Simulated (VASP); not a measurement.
Here is a VASP 6.6.1 calculation.

The input INCAR:

```
  ALGO = Normal
  EDIFF = 1E-7
  EDIFFG = -0.002
  ENCUT = 520
  GGA = CA
  IBRION = 2
  ISIF = 3
  ISMEAR = 0
  LASPH = True
  LCHARG = False
  LREAL = False
  LWAVE = False
  NELM = 80
  NSW = 80
  PREC = Accurate
  PSTRESS = 1000
  SIGMA = 0.1
```

File KPOINTS:

```
k-points
0
Gamma
  16 16 16
```

File POSCAR:

```
Hf                                      
1.0
   -1.5268438079      1.5268438079      1.5268438079
    1.5268438079     -1.5268438079      1.5268438079
    1.5268438079      1.5268438079     -1.5268438079
  Hf            
     1
Direct
     0.0000000000000000    0.0000000000000000    0.0000000000000000
```

Potentials or basis: VASP PAW LDA potentials, release 64 (Hf_pv).

Run with:

```bash
$ cat potpaw_LDA.64/Hf_pv/POTCAR > POTCAR
$ mpirun -np 1 vasp_std > vasp.out
```

Problem. Predict the space group after relaxing (to 0.05 Å).

Solution. Im-3m (No. 229).

Problem. Estimate the relaxed volume.

Solution. 13.38 Å³/atom.

Problem. What does it give for the relaxed cell?

Solution. a = 2.590 Å, b = 2.590 Å, c = 2.590 Å, α = 109.47°, β = 109.47°, γ = 109.47°.

Step by step:
| step | energy change (eV) | largest force (eV/Å) | pressure (GPa) | volume (Å³) |
| --- | --- | --- | --- | --- |
| 1 | 0.0000 | 0.0000 | 75.01 | 14.24 |
| 2 | 4.0184 | 0.0000 | 284.80 | 10.13 |
| 3 | 0.4134 | 0.0000 | 97.27 | 13.47 |
| 4 | 0.4565 | 0.0000 | 99.55 | 13.39 |
| 5 | 0.4668 | 0.0000 | 100.06 | 13.38 |
| 6 | 0.4615 | 0.0000 | 99.83 | 13.39 |
| 7 | 0.4653 | 0.0000 | 100.01 | 13.38 |

Caveat: the cell is relaxed towards a set pressure, so the enthalpy falls and the energy may rise. LDA usually gives volumes a few per cent too small.
